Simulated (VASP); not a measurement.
Computed with AM05 GGA, VASP's PBE PAW potentials (set 64) (plane waves; VASP).

Input for VASP

POSCAR:
```
WC
1.0
  1.4762575091  -2.5569530862   0.0000000000
  1.4762575091   2.5569530862   0.0000000000
  0.0000000000   0.0000000000   2.8793895651
W C
1 1
direct
  0.0000000000   0.0000000000   0.0000000000
  0.3333330000   0.6666670000   0.5000000000
```

KPOINTS:
```
Regular mesh
0
G
14 14 13
```

INCAR:
```
GGA=AM
PREC=Accurate
ENCUT=520
SIGMA=0.1
IBRION=2
EDIFFG=-0.01
LASPH=.TRUE.   # aspherical one-centre terms
LWAVE=.FALSE.
LMAXMIX=6
SYSTEM=WC
NSW=30   # most ionic steps
ISIF=4   # ions and shape, fixed volume
NELM=100   # most electronic steps
ISMEAR=1   # Methfessel-Paxton
EDIFF=1E-7   # SCF stop (eV)
LCHARG=.FALSE.
LREAL=.FALSE.   # projection in real space or not
ALGO=Normal
```

POTCAR, in this order: W_sv C (PBE.64 set). Program: vasp_std.

Output

**OUTCAR**
```
 ion  position               nearest neighbor table
   1  0.000  0.000  0.000-   2 2.23   2 2.23   2 2.23   2 2.23   2 2.23   2 2.23
   2  0.333  0.667  0.500-   1 2.23   1 2.23   1 2.23   1 2.23   1 2.23   1 2.23
  LATTYP: Found a hexagonal cell.
 ALAT       =     2.9525150835
 C/A-ratio  =     0.9752328045
 Subroutine PRICEL returns:
 Original cell was already a primitive cell.
 Subroutine GETGRP returns: Found 12 space group operations
The static configuration has the point symmetry D_3h.
The dynamic configuration has the point symmetry D_3h.
 Subroutine INISYM returns: Found 12 space group operations
 Subroutine IBZKPT returns following result:
 Found    168 irreducible k-points:

 Following reciprocal coordinates:
            Coordinates               Weight
  0.000000  0.000000  0.000000      1.000000
  0.071429  0.000000  0.000000      6.000000
  0.142857  0.000000  0.000000      6.000000
  0.214286  0.000000  0.000000      6.000000
  0.285714 -0.000000  0.000000      6.000000
  0.357143 -0.000000  0.000000      6.000000
  0.428571  0.000000  0.000000      6.000000
  0.500000 -0.000000  0.000000      3.000000
  0.071429  0.071429  0.000000      6.000000
  0.142857  0.071429  0.000000     12.000000
  0.214286  0.071429  0.000000     12.000000
  0.285714  0.071429  0.000000     12.000000
  0.357143  0.071429  0.000000     12.000000
  0.428571  0.071429  0.000000     12.000000
  0.142857  0.142857  0.000000      6.000000
  0.214286  0.142857  0.000000     12.000000
  0.285714  0.142857  0.000000     12.000000
  0.357143  0.142857  0.000000     12.000000
  0.428571  0.142857  0.000000      6.000000
  0.214286  0.214286  0.000000      6.000000
  0.285714  0.214286  0.000000     12.000000
  0.357143  0.214286  0.000000     12.000000
  0.285714  0.285714  0.000000      6.000000
...
```

OSZICAR:
```
       N       E                     dE             d eps       ncg     rms          rms(c)
DAV:   1     0.110825438497E+03    0.11083E+03   -0.98501E+03  4368   0.154E+03
DAV:   2    -0.222459947102E+02   -0.13307E+03   -0.12974E+03  5028   0.384E+02
DAV:   3    -0.261987682118E+02   -0.39528E+01   -0.39171E+01  5389   0.608E+01
DAV:   4    -0.262381881697E+02   -0.39420E-01   -0.39401E-01  4733   0.643E+00
DAV:   5    -0.262385260550E+02   -0.33789E-03   -0.33786E-03  5238   0.614E-01    0.300E+01
DAV:   6    -0.235401297298E+02    0.26984E+01   -0.88252E+00  4983   0.302E+01    0.788E+00
DAV:   7    -0.234470676983E+02    0.93062E-01   -0.43063E-01  4658   0.572E+00    0.556E+00
DAV:   8    -0.234130265874E+02    0.34041E-01   -0.86910E-02  4813   0.272E+00    0.647E-01
DAV:   9    -0.234121854391E+02    0.84115E-03   -0.34127E-03  4751   0.496E-01    0.151E-01
DAV:  10    -0.234119940178E+02    0.19142E-03   -0.29956E-04  5108   0.238E-01    0.582E-02
DAV:  11    -0.234119950658E+02   -0.10480E-05   -0.15565E-05  4768   0.404E-02    0.991E-03
DAV:  12    -0.234119944547E+02    0.61114E-06   -0.37139E-06  4848   0.181E-02    0.210E-03
DAV:  13    -0.234119944677E+02   -0.12995E-07   -0.67397E-08  2574   0.289E-03
   1 F= -.23411994E+02 E0= -.23412055E+02  d E =-.234120E+02
       N       E                     dE             d eps       ncg     rms          rms(c)
DAV:   1    -0.234176302285E+02   -0.56358E-02   -0.20404E-01  4378   0.540E+00    0.378E-01
DAV:   2    -0.234133682928E+02    0.42619E-02   -0.85291E-03  4658   0.914E-01    0.201E-01
DAV:   3    -0.234118304989E+02    0.15378E-02   -0.33385E-03  4713   0.525E-01    0.616E-02
DAV:   4    -0.234118204501E+02    0.10049E-04   -0.12394E-04  4798   0.111E-01    0.272E-02
DAV:   5    -0.234118170355E+02    0.34146E-05   -0.10806E-05  4743   0.316E-02    0.631E-03
DAV:   6    -0.234118164245E+02    0.61102E-06   -0.13284E-06  4953   0.113E-02    0.183E-03
DAV:   7    -0.234118164003E+02    0.24166E-07   -0.47155E-08  2269   0.236E-03
   2 F= -.23411816E+02 E0= -.23411866E+02  d E =0.178067E-03
       N       E                     dE             d eps       ncg     rms          rms(c)
DAV:   1    -0.234141127380E+02   -0.22963E-02   -0.61406E-02  4378   0.296E+00    0.206E-01
DAV:   2    -0.234128394961E+02    0.12732E-02   -0.25550E-03  4658   0.501E-01    0.110E-01
DAV:   3    -0.234123693186E+02    0.47018E-03   -0.10395E-03  4718   0.291E-01    0.325E-02
DAV:   4    -0.234123675367E+02    0.17819E-05   -0.36196E-05  4773   0.596E-02    0.146E-02
DAV:   5    -0.234123669897E+02    0.54706E-06   -0.31126E-06  4773   0.168E-02    0.341E-03
DAV:   6    -0.234123669992E+02   -0.94883E-08   -0.40937E-07  4690   0.617E-03
   3 F= -.23412367E+02 E0= -.23412425E+02  d E =-.372531E-03
```

File OUTCAR:
```
------------------------ aborting loop because EDIFF is reached ----------------------------------------
  FORCE on cell =-STRESS in cart. coord.  units (eV):
  Direction    XX          YY          ZZ          XY          YZ          ZX
  --------------------------------------------------------------------------------------
  Total       -2.8642406     -2.8642408     -2.8661945      0.0000000     -0.0000000      0.0000000
  in kB     -211.1080413   -211.1080530   -211.2520500      0.0000000     -0.0000000      0.0000000
  external PRESSURE =    -211.1560481 kB  Pullay stress =       0.0000000 kB
  volume of cell :       21.74
      direct lattice vectors                 reciprocal lattice vectors
     1.477977021 -2.559931364 -0.000000000     0.338300253 -0.195317737  0.000000000
     1.477977021  2.559931364  0.000000000     0.338300253  0.195317737  0.000000000
    -0.000000000  0.000000000  2.872693573    -0.000000000 -0.000000000  0.348105349
 POSITION                                       TOTAL-FORCE (eV/Angst)
 -----------------------------------------------------------------------------------
     -0.00000      0.00000      2.87269         0.000000      0.000000     -0.000000
      1.47798      0.85331      1.43635        -0.000000     -0.000000      0.000000
 -----------------------------------------------------------------------------------
    total drift:                                0.000000     -0.000385      0.000000
  FREE ENERGIE OF THE ION-ELECTRON SYSTEM (eV)
  ---------------------------------------------------
  free  energy   TOTEN  =       -23.4123669992 eV

  energy  without entropy=      -23.4125424939  energy(sigma->0) =      -23.41242550

 reached required accuracy - stopping structural energy minimisation
```
(Selected blocks of OUTCAR.)

File CONTCAR:
```
WC
   1.00000000000000
     1.4779770212848526   -2.5599313641936710   -0.0000000000000000
     1.4779770212848526    2.5599313641936710    0.0000000000000000
    -0.0000000000000000    0.0000000000000000    2.8726935726055451
  W               C
     1     1
Direct
     0.0000000000000000    0.0000000000000000    1.0000000000000000
     0.3333330000000032    0.6666669999999968    0.5000000000000000
```

OUTCAR:
```
 val. band max:       10.2390312534   @ k =   0.0714   0.0714   0.3846

 cond. band min:      10.2669996125   @ k =   0.5000  -0.0000   0.3846


 Fermi energy:        10.2498852199

 k-point     1 :       0.0000    0.0000    0.0000
  band No.  band energies     occupation
      1     -63.8176      2.00000
      2     -27.7712      2.00000
      3     -27.6959      2.00000
      4     -27.6959      2.00000
      5      -3.7958      2.00000
      6       6.1977      2.00000
      7       7.1034      2.00000
      8       7.1034      2.00000
      9      10.4254     -0.03245
     10      13.2899      0.00000
     11      13.2899      0.00000
     12      15.6925      0.00000
     13      15.6925      0.00000

 k-point     2 :       0.0714    0.0000    0.0000
  band No.  band energies     occupation
      1     -63.8153      2.00000
      2     -27.7667      2.00000
      3     -27.7313      2.00000
      4     -27.7039      2.00000
      5      -3.6689      2.00000
      6       6.2301      2.00000
      7       6.9272      2.00000
      8       7.2210      2.00000
      9      10.0339      2.00923
     10      13.2456      0.00000
     11      13.7272      0.00000
     12      15.4120      0.00000
     13      15.5991      0.00000

 k-point     3 :       0.1429    0.0000    0.0000
  band No.  band energies     occupation
      1     -63.8089      2.00000
      2     -27.8295      2.00000
      3     -27.7541      2.00000
      4     -27.7265      2.00000
      5      -3.3035      2.00000
      6       5.9957      2.00000
      7       6.8234      2.00000
      8       7.5591      2.00000
      9       9.2612      2.00000
     10      13.1240      0.00000
     11      14.6115      0.00000
     12      14.7602      0.00000
     13      15.3579      0.00000

 k-point     4 :       0.2143    0.0000    0.0000
  band No.  band energies     occupation
      1     -63.7997      2.00000
      2     -27.9689      2.00000
      3     -27.7590      2.00000
...
```

Unless said otherwise, spin-orbit coupling is left out, though it shifts the bands of the heavy elements here.

The compound is WC in the wc structure. This cell is one point of a volume scan, at 1.06 of the reference volume. Symmetry was kept, so distortions that lower it aren't found.
